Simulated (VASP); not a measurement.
Calculation: PBE GGA, VASP's PBE PAW potentials (set 64) (plane waves; VASP).

VASP ran on this input.

File POSCAR:
```
Tb
1.0
  3.5791780000   0.0000000000   0.0000000000
 -1.7895890000   3.0996590000   0.0000000000
  0.0000000000   0.0000000000  22.6371000000
Tb
4
direct
 -0.0029670000   0.0037210000   0.6910460000
 -0.0028240000  -0.0105750000   0.4366080000
  0.3397010000   0.6744060000   0.3091450000
  0.6660900000   0.3324480000   0.5631970000
```

File KPOINTS:
```
Automatic mesh
0
Gamma
7 7 1
0 0 0
```

**INCAR**
```
ALGO  =  Normal
DIPOL  =  0.5 0.5 0.5
EDIFF  =  1E-6
ENCUT  =  300
GGA  =  PE
IDIPOL  =  3
ISIF  =  2
ISMEAR  =  -1
ISPIN  =  2
LASPH  =  .TRUE.
LCHARG  =  .FALSE.
LDIPOL  =  .TRUE.
LMAXMIX  =  6
LORBIT  =  11
LREAL  =  .FALSE.
LWAVE  =  .FALSE.
MAGMOM  =  4*6.0
NELM  =  100
PREC  =  Accurate
SIGMA  =  0.5
SYSTEM  =  Tb
```

POTCAR, in this order: Tb (PBE.64 set). Program: vasp_std.

Output

### OUTCAR
```
 ion  position               nearest neighbor table
   1  0.997  0.004  0.691-   4 3.54
   2  0.997  0.989  0.437-   4 3.52   3 3.53   3 3.53   4 3.54   4 3.55
   3  0.340  0.674  0.309-   2 3.53   2 3.53
   4  0.666  0.332  0.563-   2 3.52   2 3.54   1 3.54   2 3.55
  LATTYP: Found a hexagonal cell.
 ALAT       =     3.5791780000
 C/A-ratio  =     6.3246644900
 Subroutine PRICEL returns:
 Original cell was already a primitive cell.
 Subroutine GETGRP returns: Found  1 space group operations
The static configuration has the point symmetry C_1 .
The dynamic configuration has the point symmetry C_1 .
The overall configuration has the point symmetry C_1 .
 Subroutine INISYM returns: Found  1 space group operations
 Subroutine IBZKPT returns following result:
 Found     25 irreducible k-points:

 Following reciprocal coordinates:
            Coordinates               Weight
  0.000000  0.000000  0.000000      1.000000
  0.142857  0.000000  0.000000      2.000000
  0.000000  0.142857  0.000000      2.000000
 -0.142857  0.142857  0.000000      2.000000
  0.285714  0.000000  0.000000      2.000000
  0.000000  0.285714  0.000000      2.000000
 -0.285714  0.285714  0.000000      2.000000
  0.428571  0.000000  0.000000      2.000000
  0.000000  0.428571  0.000000      2.000000
 -0.428571  0.428571  0.000000      2.000000
  0.142857  0.142857  0.000000      2.000000
 -0.142857  0.285714  0.000000      2.000000
 -0.285714  0.142857  0.000000      2.000000
  0.285714  0.142857  0.000000      2.000000
 -0.142857  0.428571  0.000000      2.000000
 -0.428571  0.285714  0.000000      2.000000
 -0.285714  0.428571  0.000000      2.000000
  0.142857  0.285714  0.000000      2.000000
  0.428571 -0.142857  0.000000      2.000000
  0.428571  0.142857  0.000000      2.000000
...
```

### OSZICAR
```
...
DAV:  12    -0.149242163390E+03    0.15747E+03   -0.10920E+02  9037   0.633E+01    0.226E+02
DAV:  13    -0.172899003278E+03   -0.23657E+02   -0.85449E+01  8826   0.497E+01    0.203E+02
DAV:  14    -0.925564108382E+02    0.80343E+02   -0.77856E+01  8906   0.461E+01    0.136E+02
DAV:  15    -0.746853795627E+02    0.17871E+02   -0.53675E+01  8827   0.583E+01    0.153E+02
DAV:  16    -0.490975592471E+02    0.25588E+02   -0.30911E+01 10617   0.248E+01    0.388E+02
DAV:  17    -0.471777235457E+02    0.19198E+01   -0.34804E+01 10167   0.304E+01    0.174E+02
DAV:  18    -0.459976864154E+02    0.11800E+01   -0.17466E+01 10124   0.138E+01    0.777E+01
DAV:  19    -0.460046228328E+02   -0.69364E-02   -0.19132E+01  8737   0.303E+01    0.653E+01
DAV:  20    -0.460491679808E+02   -0.44545E-01   -0.55481E+00  9486   0.161E+01    0.620E+01
DAV:  21    -0.477530650505E+02   -0.17039E+01   -0.38953E+00  9246   0.170E+01    0.563E+01
DAV:  22    -0.461039706269E+02    0.16491E+01   -0.25659E+00  8751   0.130E+01    0.476E+01
DAV:  23    -0.490415267215E+02   -0.29376E+01   -0.24222E+01  9544   0.159E+01    0.502E+01
DAV:  24    -0.485487602002E+02    0.49277E+00   -0.23161E+00  9187   0.921E+00    0.480E+01
DAV:  25    -0.477330174679E+02    0.81574E+00   -0.15459E+00  9189   0.871E+00    0.425E+01
DAV:  26    -0.459900999650E+02    0.17429E+01   -0.21147E+00  8123   0.830E+00    0.340E+01
DAV:  27    -0.441217948040E+02    0.18683E+01   -0.18061E+00  8219   0.953E+00    0.263E+01
DAV:  28    -0.438434680515E+02    0.27833E+00   -0.10229E+00  9096   0.395E+00    0.247E+01
DAV:  29    -0.434535291645E+02    0.38994E+00   -0.23922E-01  8990   0.271E+00    0.231E+01
DAV:  30    -0.432331628151E+02    0.22037E+00   -0.65221E-01  9398   0.552E+00    0.210E+01
DAV:  31    -0.434067220650E+02   -0.17356E+00   -0.26159E-01  7963   0.581E+00    0.197E+01
DAV:  32    -0.434916183200E+02   -0.84896E-01   -0.92025E-02  9155   0.132E+00    0.187E+01
DAV:  33    -0.436935059318E+02   -0.20189E+00   -0.40424E-01  8294   0.194E+00    0.178E+01
DAV:  34    -0.439369936878E+02   -0.24349E+00   -0.86786E-01  7808   0.372E+00    0.181E+01
DAV:  35    -0.439432411075E+02   -0.62474E-02   -0.66501E-02  9641   0.715E-01    0.183E+01
DAV:  36    -0.438931310350E+02    0.50110E-01   -0.36549E-02  6943   0.193E+00    0.180E+01
DAV:  37    -0.438955420636E+02   -0.24110E-02   -0.12500E-02  8984   0.579E-01    0.176E+01
DAV:  38    -0.439918881239E+02   -0.96346E-01   -0.97335E-02  7831   0.867E-01    0.182E+01
DAV:  39    -0.439931619632E+02   -0.12738E-02   -0.81099E-02  8128   0.173E+00    0.178E+01
DAV:  40    -0.439489017595E+02    0.44260E-01   -0.12233E-01  7800   0.164E+00    0.170E+01
DAV:  41    -0.438793997809E+02    0.69502E-01   -0.70992E-02  7715   0.176E+00    0.164E+01
DAV:  42    -0.437942053524E+02    0.85194E-01   -0.88524E-02  7705   0.142E+00    0.164E+01
DAV:  43    -0.437445178561E+02    0.49687E-01   -0.61426E-02  9583   0.135E+00    0.157E+01
DAV:  44    -0.438338836892E+02   -0.89366E-01   -0.57046E-02  7359   0.180E+00    0.151E+01
DAV:  45    -0.438437982417E+02   -0.99146E-02   -0.49805E-02  8723   0.123E+00    0.149E+01
DAV:  46    -0.439104555346E+02   -0.66657E-01   -0.44267E-02  8425   0.842E-01    0.148E+01
DAV:  47    -0.439334934990E+02   -0.23038E-01   -0.30231E-02  8632   0.990E-01    0.147E+01
DAV:  48    -0.439708084051E+02   -0.37315E-01   -0.27459E-02  8018   0.108E+00    0.148E+01
DAV:  49    -0.439728268174E+02   -0.20184E-02   -0.11389E-02  8286   0.102E+00    0.150E+01
DAV:  50    -0.439712514549E+02    0.15754E-02   -0.12584E-02  7867   0.116E+00    0.152E+01
DAV:  51    -0.439934960338E+02   -0.22245E-01   -0.12054E-02  8439   0.734E-01    0.156E+01
DAV:  52    -0.439929678554E+02    0.52818E-03   -0.42103E-03  8836   0.106E+00    0.158E+01
DAV:  53    -0.439926568540E+02    0.31100E-03   -0.15743E-03  8797   0.318E-01    0.160E+01
DAV:  54    -0.439871362712E+02    0.55206E-02   -0.14728E-03  9165   0.350E-01    0.161E+01
DAV:  55    -0.439842162601E+02    0.29200E-02   -0.80978E-04  8530   0.275E-01    0.164E+01
DAV:  56    -0.435562537133E+02    0.42796E+00   -0.23716E+00  6758   0.170E+01    0.190E+01
DAV:  57    -0.435116985899E+02    0.44555E-01   -0.70050E-01  7507   0.398E+00    0.180E+01
DAV:  58    -0.435267219438E+02   -0.15023E-01   -0.11201E-01  8110   0.258E+00    0.189E+01
DAV:  59    -0.434926412589E+02    0.34081E-01   -0.26422E-02  8145   0.212E+00    0.195E+01
DAV:  60    -0.435495707498E+02   -0.56929E-01   -0.54584E-02  8142   0.205E+00    0.198E+01
DAV:  61    -0.456152289585E+02   -0.20657E+01   -0.63091E+00  7206   0.409E+01    0.279E+01
DAV:  62    -0.448667943937E+02    0.74843E+00   -0.12091E+00  8447   0.826E+00    0.211E+01
DAV:  63    -0.445992309990E+02    0.26756E+00   -0.32846E-01  8091   0.436E+00    0.182E+01
DAV:  64    -0.442318333262E+02    0.36740E+00   -0.33575E-01  8974   0.336E+00    0.114E+01
DAV:  65    -0.440559548989E+02    0.17588E+00   -0.32424E-01  8880   0.293E+00    0.698E+00
DAV:  66    -0.440073195681E+02    0.48635E-01   -0.30375E-01  9088   0.287E+00    0.389E+00
DAV:  67    -0.439668507894E+02    0.40469E-01   -0.12905E-01  8465   0.278E+00    0.292E+00
DAV:  68    -0.439587273739E+02    0.81234E-02   -0.58139E-02  9256   0.215E+00    0.320E+00
DAV:  69    -0.439814939046E+02   -0.22767E-01   -0.17893E-02  8993   0.125E+00    0.302E+00
DAV:  70    -0.439985539785E+02   -0.17060E-01   -0.84677E-03  9355   0.940E-01    0.296E+00
DAV:  71    -0.440087541061E+02   -0.10200E-01   -0.26936E-02  7671   0.256E+00    0.307E+00
DAV:  72    -0.440056312368E+02    0.31229E-02   -0.56544E-03  9009   0.756E-01    0.279E+00
DAV:  73    -0.440067970869E+02   -0.11659E-02   -0.19216E-03  9973   0.550E-01    0.253E+00
DAV:  74    -0.440077042545E+02   -0.90717E-03   -0.10670E-02 10333   0.124E+00    0.204E+00
DAV:  75    -0.440116798793E+02   -0.39756E-02   -0.24631E-03  9394   0.434E-01    0.186E+00
DAV:  76    -0.440183425996E+02   -0.66627E-02   -0.75895E-03  9364   0.116E+00    0.127E+00
DAV:  77    -0.440190614742E+02   -0.71887E-03   -0.87141E-03  8816   0.109E+00    0.911E-01
DAV:  78    -0.440187545069E+02    0.30697E-03   -0.14413E-03  8520   0.496E-01    0.585E-01
DAV:  79    -0.440191008481E+02   -0.34634E-03   -0.55243E-04  9038   0.300E-01    0.563E-01
DAV:  80    -0.440197036780E+02   -0.60283E-03   -0.57691E-04  9084   0.254E-01    0.220E-01
DAV:  81    -0.440197006584E+02    0.30196E-05   -0.21178E-04  8765   0.141E-01    0.315E-01
DAV:  82    -0.440200328432E+02   -0.33218E-03   -0.62669E-04  8578   0.291E-01    0.269E-01
DAV:  83    -0.440200938807E+02   -0.61038E-04   -0.10489E-04  8458   0.487E-02    0.141E-01
DAV:  84    -0.440203206348E+02   -0.22675E-03   -0.70869E-05  7692   0.929E-02    0.144E-01
DAV:  85    -0.440204432489E+02   -0.12261E-03   -0.99079E-05  6839   0.807E-02    0.141E-01
DAV:  86    -0.440205063608E+02   -0.63112E-04   -0.81667E-05  7009   0.844E-02    0.166E-01
DAV:  87    -0.440204846882E+02    0.21673E-04   -0.73758E-05  6219   0.906E-02    0.123E-01
DAV:  88    -0.440204852030E+02   -0.51484E-06   -0.44797E-05  6144   0.404E-02    0.109E-01
DAV:  89    -0.440205066259E+02   -0.21423E-04   -0.28526E-05  7384   0.299E-02    0.101E-01
DAV:  90    -0.440204839520E+02    0.22674E-04   -0.25930E-05  6839   0.430E-02    0.107E-01
DAV:  91    -0.440205088361E+02   -0.24884E-04   -0.15654E-05  4583   0.232E-02    0.904E-02
DAV:  92    -0.440205549460E+02   -0.46110E-04   -0.22631E-05  5165   0.378E-02    0.754E-02
DAV:  93    -0.440206143155E+02   -0.59369E-04   -0.22745E-05  5787   0.311E-02    0.500E-02
DAV:  94    -0.440207126394E+02   -0.98324E-04   -0.28475E-05  5432   0.261E-02    0.350E-02
DAV:  95    -0.440208054623E+02   -0.92823E-04   -0.40063E-05  5714   0.346E-02    0.297E-02
DAV:  96    -0.440208337759E+02   -0.28314E-04   -0.19760E-05  5613   0.150E-02    0.300E-02
DAV:  97    -0.440208555489E+02   -0.21773E-04   -0.21463E-05  4362   0.235E-02    0.366E-02
DAV:  98    -0.440208697358E+02   -0.14187E-04   -0.19495E-05  4702   0.152E-02    0.361E-02
DAV:  99    -0.440208745235E+02   -0.47877E-05   -0.15446E-05  4482   0.129E-02    0.367E-02
DAV: 100    -0.440208774776E+02   -0.29541E-05   -0.15176E-05  3930   0.125E-02
   1 F= -.44020877E+02 E0= -.38453213E+02  d E =-.111353E+02  mag=    24.0361
```

File OUTCAR:
```
------------------------ aborting loop EDIFF was not reached (unconverged)  ----------------------------
  FORCE on cell =-STRESS in cart. coord.  units (eV):
  Direction    XX          YY          ZZ          XY          YZ          ZX
  --------------------------------------------------------------------------------------
  Total        2.5408789      2.4616264      1.8854082     -0.0090806      0.0125486      0.0268784
  in kB       16.2097586     15.7041600     12.0281258     -0.0579308      0.0800549      0.1714732
  external PRESSURE =      14.6473481 kB  Pullay stress =       0.0000000 kB
  volume of cell :      251.14
      direct lattice vectors                 reciprocal lattice vectors
     3.579178000  0.000000000  0.000000000     0.279393760  0.161308066  0.000000000
    -1.789589000  3.099659000  0.000000000     0.000000000  0.322616133  0.000000000
     0.000000000  0.000000000 22.637100000     0.000000000  0.000000000  0.044175270
 POSITION                                       TOTAL-FORCE (eV/Angst)
 -----------------------------------------------------------------------------------
      3.56190      0.01153     15.64328         0.003727     -0.002615      0.217917
      1.79841      3.06688      9.88354        -0.000963      0.029065     -0.123565
      0.00894      2.09043      6.99815        -0.000742     -0.021714     -0.250829
      1.78911      1.03048     12.74915        -0.002022     -0.004735      0.156477
 -----------------------------------------------------------------------------------
    total drift:                               -0.006394     -0.000131     -0.001810
  FREE ENERGIE OF THE ION-ELECTRON SYSTEM (eV)
  ---------------------------------------------------
  free  energy   TOTEN  =       -44.0208774776 eV

  energy  without entropy=      -32.8855492086  energy(sigma->0) =      -38.45321334

 total charge

# of ion       s       p       d       f       tot
--------------------------------------------------
    1        2.080   5.579   0.463   8.231  16.352
    2        2.079   5.584   0.507   8.181  16.351
    3        2.080   5.579   0.464   8.229  16.352
    4        2.080   5.585   0.503   8.183  16.351
--------------------------------------------------
tot          8.319  22.327   1.937  32.824  65.405

 magnetization (x)

# of ion       s       p       d       f       tot
--------------------------------------------------
    1        0.005  -0.036   0.122   5.545   5.636
    2        0.003  -0.033   0.109   5.594   5.673
    3        0.005  -0.036   0.122   5.546   5.636
    4        0.003  -0.033   0.108   5.592   5.670
--------------------------------------------------
tot          0.015  -0.139   0.461  22.277  22.614
```
(Selected blocks of OUTCAR.)

File stdout:
```
...
 -----------------------------------------------------------------------------
|                                                                             |
|           W    W    AA    RRRRR   N    N  II  N    N   GGGG   !!!           |
|           W    W   A  A   R    R  NN   N  II  NN   N  G    G  !!!           |
|           W    W  A    A  R    R  N N  N  II  N N  N  G       !!!           |
|           W WW W  AAAAAA  RRRRR   N  N N  II  N  N N  G  GGG   !            |
|           WW  WW  A    A  R   R   N   NN  II  N   NN  G    G                |
|           W    W  A    A  R    R  N    N  II  N    N   GGGG   !!!           |
|                                                                             |
|     The electronic self-consistency was not achieved in the given           |
|     number of steps (NELM). The forces and other quantities evaluated       |
|     might not be reliable so examine the results carefully. If you find     |
|     spurious results, we suggest increasing NELM, if you were close to      |
|     convergence or switching to a different ALGO or adjusting the           |
|     density mixing parameters otherwise.                                    |
|                                                                             |
 -----------------------------------------------------------------------------

 -----------------------------------------------------------------------------
|                                                                             |
|           W    W    AA    RRRRR   N    N  II  N    N   GGGG   !!!           |
|           W    W   A  A   R    R  NN   N  II  NN   N  G    G  !!!           |
|           W    W  A    A  R    R  N N  N  II  N N  N  G       !!!           |
|           W WW W  AAAAAA  RRRRR   N  N N  II  N  N N  G  GGG   !            |
|           WW  WW  A    A  R   R   N   NN  II  N   NN  G    G                |
|           W    W  A    A  R    R  N    N  II  N    N   GGGG   !!!           |
|                                                                             |
|     Your highest band is occupied at some k-points! Unless you are          |
|     performing a calculation for an insulator or semiconductor, without     |
|     unoccupied bands, you have included TOO FEW BANDS!! Please increase     |
|     the parameter NBANDS in file INCAR to ensure that the highest band      |
|     is unoccupied at all k-points. It is always recommended to include      |
|     a few unoccupied bands to accelerate the convergence of                 |
|     molecular-dynamics runs (even for insulators or semiconductors),        |
|     since the presence of unoccupied bands improves wavefunction            |
|     prediction and helps to suppress 'band-crossings'.                      |
|                                                                             |
 -----------------------------------------------------------------------------

   1 F= -.44020877E+02 E0= -.38453213E+02  d E =-.111353E+02  mag=    24.0361
```

Convergence was not reached.

At this cut-off the stress carries a Pulay error, which pulls relaxed volumes low. The cell holds a wide vacuum, so values per volume refer to the whole cell.

The cell is a sheet with vacuum, built from a generated structure. VASP warned that the highest band is occupied, so more bands are needed.
